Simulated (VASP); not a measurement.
Input:

```xyz
2
Lattice="0.0000 3.5958 3.5958 3.5958 0.0000 3.5958 3.5958 3.5958 0.0000" Properties=species:S:1:pos:R:3 pbc="T T T"
Ba     0.0000     0.0000     0.0000
Te     3.5958     3.5958     3.5958
```

Calculation: RPBE GGA, VASP's PBE PAW potentials (set 64) (plane waves; VASP). Settings: 520 eV cut-off, Gaussian smearing of 0.050 eV, potentials Ba_sv Te.

Unless said otherwise, spin-orbit coupling is left out, though it shifts the bands of the heavy elements here.

Problem. Give the energies of bands 6 to 11 at the high-symmetry points, in eV from the valence-band maximum.

Solution. 
| band | Γ | X | U | L | W |
|---|---|---|---|---|---|
| 6 | 0.00 | -1.07 | -1.12 | -1.97 | -1.12 |
| 7 | 0.00 | -0.37 | -0.99 | -0.96 | -0.87 |
| 8 | 0.00 | -0.37 | -0.69 | -0.96 | -0.87 |
| 9 | 2.80 | 1.80 | 2.73 | 4.22 | 3.58 |
| 10 | 3.05 | 4.31 | 4.89 | 4.65 | 3.58 |
| 11 | 3.05 | 4.45 | 4.95 | 4.78 | 4.66 |

The gap is indirect, 1.80 eV, from the valence maximum at Γ to the conduction minimum at X.

The compound is BaTe in the rock salt structure. It was relaxed first, which changed the volume by +8 %.
